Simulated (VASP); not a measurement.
**Sn: transverse stress against strain**

Sn (diamond, Fd-3m, 35.363 Å³/atom and stress up to 0.03 GPa in the relaxed cell, cube axes along x, y and z) under an equal strain ε along x and y, with z held. r2SCAN in VASP (plane waves, PAW), 480 eV, 8×8×8 Γ-centred mesh, Methfessel-Paxton smearing 0.10 eV; ions are relaxed, or left where forces stay under 0.02 eV/Å, within the symmetry of each cell. Stress is positive for a compressed cell.

Here s stands for strain and y for stress zz.

| strain (%) | stress zz (GPa) |
|---|---|
| -1.50 | 1.07 |
| -1.00 | 0.70 |
| -0.50 | 0.36 |
| 0.00 | 0.03 |
| 0.50 | -0.29 |
| 1.00 | -0.58 |
| 1.50 | -0.85 |
| 3.00 | ? |

### Question
Using a straight line, estimate the missing y at s = 3.00 from the other rows, showing the fit.

### Answer
Means: s 0, y 0.063. About the means, the sum of products is -4.4850 and the sum of squares of s is 7.0000; the slope is their ratio. Least squares gives y = 0.063 - 0.6407·s. Residuals (row less fit): 0.046, -0.004, -0.023, -0.033, -0.033, -0.002, 0.048; standard error 0.038 (degrees of freedom: 5). The slope gives the elastic constant 2C12 = 64 ± 1 GPa (± standard error of the fit, which holds the terms cut off). At the withheld row, y = 0.063 - 0.6407 × 3.0 = -1.859 GPa. The calculation gives -1.54 GPa, 0.319 GPa above the prediction (12.2 % of the range of y in the table). The row lies outside the fitted rows, so this is an extrapolation. From the scatter of the fitted rows alone, a prediction at this place has a standard error of 0.059 GPa, so the miss is 5.4 times that.

A polynomial of degree 2 through the 12 other runs of the series gives -1.53 there, so most of the miss is curvature that the fit leaves out. This level leaves no gap over 0.05 eV at strain -1.50, -1.00, -0.50, 0.00, 0.50, 1.00, 1.50, 3.00 %. Sn is here grey tin, stable below 13 °C. Rows are the converged runs of the series near zero and its far end; series whose fitted rows scatter by over a few per cent of the range, as at a crossing or softening among them, aren't shown in this form, nor equations of state whose B0' disagrees with the runs' pressures. Most that stay on the fit to the last digits aren't either.
